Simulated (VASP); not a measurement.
Input:

```
MoGe
1.0
    3.20715     0.00000     0.00000
   -1.60358     2.77747     0.00000
    0.00000     0.00000     3.54950
Mo Ge
1 1
Direct
  0.00000   0.00000   0.00000
  0.66667   0.33333   0.50000
```

All values below come from r2SCAN meta-GGA, VASP's PBE PAW potentials (set 64) (plane waves; VASP). Settings: 400 eV cut-off, 15×15×12 Γ-centred mesh, tetrahedra with Blöchl corrections, potentials Mo_sv Ge_d.

Problem. The job: GeMo (relaxed from the WC structure, space group P-6m2), 2 atoms, r2SCAN, static run, 400 eV, 15×15×12 Γ-centred mesh. Roughly how much core time does it take on a busy server core?

Solution. About 2 core-minutes (one run on a shared machine, a rough figure). It had 189 irreducible k-points, 18 bands, up to 600 plane waves and 21 electronic steps.

The structure was generated: GeMo was put into the WC type (P-6m2), which need not be its known phase. It was relaxed first, which changed the volume by -15 %.
